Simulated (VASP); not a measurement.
Output of a VASP run:

**OSZICAR**
```
       N       E                     dE             d eps       ncg     rms          rms(c)
DAV:   1     0.482922507593E+02    0.48292E+02   -0.33220E+03   464   0.819E+02
DAV:   2     0.187517947218E+01   -0.46417E+02   -0.46002E+02   520   0.142E+02
DAV:   3    -0.721456876748E+00   -0.25966E+01   -0.25969E+01   592   0.396E+01
DAV:   4    -0.811168602468E+00   -0.89712E-01   -0.89659E-01   776   0.527E+00
DAV:   5    -0.811649084853E+00   -0.48048E-03   -0.48045E-03   728   0.369E-01    0.128E+00
DAV:   6    -0.815453152570E+00   -0.38041E-02   -0.19162E-03   672   0.330E-01    0.761E-01
DAV:   7    -0.818792667427E+00   -0.33395E-02   -0.42134E-03   568   0.517E-01    0.456E-02
DAV:   8    -0.819061348935E+00   -0.26868E-03   -0.27313E-04   680   0.154E-01    0.120E-02
DAV:   9    -0.819067753939E+00   -0.64050E-05   -0.96501E-06   784   0.255E-02    0.474E-03
DAV:  10    -0.819067648708E+00    0.10523E-06   -0.19614E-06   632   0.954E-03
   1 F= -.81906765E+00 E0= -.81860508E+00  d E =-.819068E+00
```

**OUTCAR**
```
------------------------ aborting loop because EDIFF is reached ----------------------------------------
  FORCE on cell =-STRESS in cart. coord.  units (eV):
  Direction    XX          YY          ZZ          XY          YZ          ZX
  --------------------------------------------------------------------------------------
  Total        0.0074469      0.0074469      0.0074469     -0.0000000     -0.0000000      0.0000000
  in kB        0.1187192      0.1187192      0.1187192     -0.0000000     -0.0000000      0.0000000
  external PRESSURE =       0.1187192 kB  Pullay stress =       0.0000000 kB
  volume of cell :      100.50
      direct lattice vectors                 reciprocal lattice vectors
    -2.928885682  2.928885682  2.928885682     0.000000000  0.170713389  0.170713389
     2.928885682 -2.928885682  2.928885682     0.170713389  0.000000000  0.170713389
     2.928885682  2.928885682 -2.928885682     0.170713389  0.170713389  0.000000000
 POSITION                                       TOTAL-FORCE (eV/Angst)
 -----------------------------------------------------------------------------------
      0.00000      0.00000      0.00000        -0.000000     -0.000000      0.000000
 -----------------------------------------------------------------------------------
    total drift:                               -0.000000      0.000000     -0.000000
  FREE ENERGIE OF THE ION-ELECTRON SYSTEM (eV)
  ---------------------------------------------------
  free  energy   TOTEN  =        -0.8190676487 eV

  energy  without entropy=       -0.8176799464  energy(sigma->0) =       -0.81860508

 reached required accuracy - stopping structural energy minimisation
```
(Selected blocks of OUTCAR.)

**POSCAR**
```
Rb
1
   -2.9288856817     2.9288856817     2.9288856817
    2.9288856817    -2.9288856817     2.9288856817
    2.9288856817     2.9288856817    -2.9288856817
Rb
1
Direct
  1.0000000000   1.0000000000   1.0000000000
```

Q: Write an INCAR and KPOINTS that could have produced this output.

A: One answer among several that fit: the input of the run itself, RPBE GGA, plane waves, VASP's PBE PAW potentials (set 64).

**INCAR**
```
SYSTEM = Rb
PREC = Accurate
ENCUT = 520
EDIFF = 1E-6
NELM = 100
ALGO = Normal
LREAL = .FALSE.
LASPH = .TRUE.
ISMEAR = 1
SIGMA = 0.1
GGA = RP
LMAXMIX = 4
LWAVE = .FALSE.
LCHARG = .FALSE.
IBRION = 2
ISIF = 3
NSW = 60
EDIFFG = -0.01
```

**KPOINTS**
```
Automatic mesh
0
Gamma
8 8 8
0 0 0
```

POTCAR, in this order: Rb_sv (PBE.64 set). Program: vasp_std.

The compound is Rb in the bcc structure. It was relaxed first, which changed the volume by +11 %. The start is the result of an earlier pass.
